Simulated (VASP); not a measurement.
**Ni: band structure with PBE**

Ni:

```
CELL_PARAMETERS angstrom
0.00000 1.76194 1.76194
1.76194 0.00000 1.76194
1.76194 1.76194 0.00000
ATOMIC_POSITIONS crystal
Ni 0.00000 0.00000 0.00000
```

```
Program                : VASP 6.6.1
Task                   : band structure
Functional             : PBE
Potentials or basis    : VASP PAW PBE potentials, release 64 (Ni)
Cutoff                 : 520 eV
k mesh                 : 20 × 20 × 20
Occupations            : gaussian, width 0.1 eV
Spin                   : collinear spin, ferromagnetic start
Starting moments       : [0.8] μB
Further INCAR settings : ALGO = Normal; EDIFF = 1e-07; NBANDS = 15
```

The band gap along the path is none (metal or under the smearing width). The net moment is 0.63 μB per cell.

Levels at the corners of the path, in eV from the Fermi level:
Spin up:
| point | band 3 | band 4 | band 5 | band 6 | band 7 | band 8 |
| --- | --- | --- | --- | --- | --- | --- |
| Γ | -2.43 | -2.43 | -1.26 | -1.26 | 23.68 | 27.49 |
| X | -0.55 | -0.48 | -0.48 | 2.44 | 9.17 | 14.77 |
| X | -0.55 | -0.48 | -0.48 | 2.44 | 9.17 | 14.77 |
| W | -3.06 | -1.32 | -0.48 | 7.70 | 7.70 | 9.93 |
| W | -3.06 | -1.32 | -0.48 | 7.70 | 7.70 | 9.93 |
| K | -2.11 | -1.10 | -0.74 | 5.69 | 7.25 | 9.89 |
| K | -2.11 | -1.10 | -0.74 | 5.69 | 7.25 | 9.89 |
| Γ | -2.43 | -2.43 | -1.26 | -1.26 | 23.68 | 27.49 |
| Γ | -2.43 | -2.43 | -1.26 | -1.26 | 23.68 | 27.49 |
| L | -2.41 | -0.61 | -0.61 | -0.28 | 5.62 | 22.17 |
| L | -2.41 | -0.61 | -0.61 | -0.28 | 5.62 | 22.17 |
| U | -2.11 | -1.10 | -0.74 | 5.69 | 7.25 | 9.89 |
| U | -2.11 | -1.10 | -0.74 | 5.69 | 7.25 | 9.89 |
| W | -3.06 | -1.32 | -0.48 | 7.70 | 7.70 | 9.93 |
| W | -3.06 | -1.32 | -0.48 | 7.70 | 7.70 | 9.93 |
| L | -2.41 | -0.61 | -0.61 | -0.28 | 5.62 | 22.17 |
| L | -2.41 | -0.61 | -0.61 | -0.28 | 5.62 | 22.17 |
| K | -2.11 | -1.10 | -0.74 | 5.69 | 7.25 | 9.89 |
| U | -2.11 | -1.10 | -0.74 | 5.69 | 7.25 | 9.89 |
| X | -0.55 | -0.48 | -0.48 | 2.44 | 9.17 | 14.77 |
Spin down:
| point | band 1 | band 2 | band 3 | band 4 | band 5 | band 6 | band 7 | band 8 |
| --- | --- | --- | --- | --- | --- | --- | --- | --- |
| Γ | -9.01 | -1.67 | -1.67 | -1.67 | -0.67 | -0.67 | 23.51 | 27.47 |
| X | -4.27 | -3.55 | 0.06 | 0.39 | 0.39 | 2.40 | 9.41 | 14.78 |
| X | -4.27 | -3.55 | 0.06 | 0.39 | 0.39 | 2.40 | 9.41 | 14.78 |
| W | -3.36 | -2.44 | -2.44 | -0.76 | 0.39 | 7.88 | 7.88 | 10.08 |
| W | -3.36 | -2.44 | -2.44 | -0.76 | 0.39 | 7.88 | 7.88 | 10.08 |
| K | -3.52 | -3.15 | -1.48 | -0.52 | 0.12 | 5.89 | 7.43 | 10.09 |
| K | -3.52 | -3.15 | -1.48 | -0.52 | 0.12 | 5.89 | 7.43 | 10.09 |
| Γ | -9.01 | -1.67 | -1.67 | -1.67 | -0.67 | -0.67 | 23.51 | 27.47 |
| Γ | -9.01 | -1.67 | -1.67 | -1.67 | -0.67 | -0.67 | 23.51 | 27.47 |
| L | -4.38 | -1.79 | -1.79 | -0.35 | 0.15 | 0.15 | 6.04 | 22.02 |
| L | -4.38 | -1.79 | -1.79 | -0.35 | 0.15 | 0.15 | 6.04 | 22.02 |
| U | -3.52 | -3.15 | -1.48 | -0.52 | 0.12 | 5.89 | 7.43 | 10.09 |
| U | -3.52 | -3.15 | -1.48 | -0.52 | 0.12 | 5.89 | 7.43 | 10.09 |
| W | -3.36 | -2.44 | -2.44 | -0.76 | 0.39 | 7.88 | 7.88 | 10.08 |
| W | -3.36 | -2.44 | -2.44 | -0.76 | 0.39 | 7.88 | 7.88 | 10.08 |
| L | -4.38 | -1.79 | -1.79 | -0.35 | 0.15 | 0.15 | 6.04 | 22.02 |
| L | -4.38 | -1.79 | -1.79 | -0.35 | 0.15 | 0.15 | 6.04 | 22.02 |
| K | -3.52 | -3.15 | -1.48 | -0.52 | 0.12 | 5.89 | 7.43 | 10.09 |
| U | -3.52 | -3.15 | -1.48 | -0.52 | 0.12 | 5.89 | 7.43 | 10.09 |
| X | -4.27 | -3.55 | 0.06 | 0.39 | 0.39 | 2.40 | 9.41 | 14.78 |

It took 94 s on 1 thread of Intel(R) Xeon(R) Platinum 8488C (Sapphire Rapids), with other jobs on the host, peak memory 0.18 GiB.

Caveat: the log is that of the step along the path at fixed density, whose energy, stress, charges and moments have no meaning.
